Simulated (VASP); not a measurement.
Here is the system:

```xyz
7
Lattice="3.9540 0.0000 0.0000 0.0000 3.9540 0.0000 0.0000 0.0000 3.9540" Properties=species:S:1:pos:R:3 pbc="T T T"
La     0.0000     0.0000     0.0000
B      3.1706     1.9770     1.9770
B      1.9770     0.7834     1.9770
B      1.9770     3.1706     1.9770
B      0.7834     1.9770     1.9770
B      1.9770     1.9770     3.1706
B      1.9770     1.9770     0.7834
```

Calculation: PBEsol GGA, VASP's PBE PAW potentials (set 64) (plane waves; VASP). Settings: 620 eV cut-off, 8×8×8 Γ-centred mesh, first-order Methfessel-Paxton smearing of 0.10 eV, potentials La B.

Energy and stress use the plane-wave basis of the starting cell.

### Question
The ions, cell shape and volume at an external pressure of 45.0 GPa are relaxed. Give the cell that the relaxation ends in.

### Answer

```xyz
7
Lattice="3.8909 0.0000 0.0000 0.0000 3.8909 0.0000 0.0000 0.0000 3.8909" Properties=species:S:1:pos:R:3 pbc="T T T"
La     0.0000     0.0000     0.0000
B      3.1217     1.9455     1.9455
B      1.9455     0.7693     1.9455
B      1.9455     3.1217     1.9455
B      0.7693     1.9455     1.9455
B      1.9455     1.9455     3.1217
B      1.9455     1.9455     0.7693
```
Space group Pm-3m (221), at a tolerance of 0.03 Å.

### Question
How do energy and volume change from the first to the last step?

### Answer
The energy (σ→0) changes by +96.8 meV/atom and the volume by -4.7 %, in 6 ionic steps.

The compound is LaB6 in the cab6 structure. This run relaxes it under an external pressure of 45 GPa. Symmetry was kept, so distortions that lower it aren't found. The electron count is odd and the run is not spin-polarised, which forces a metal.
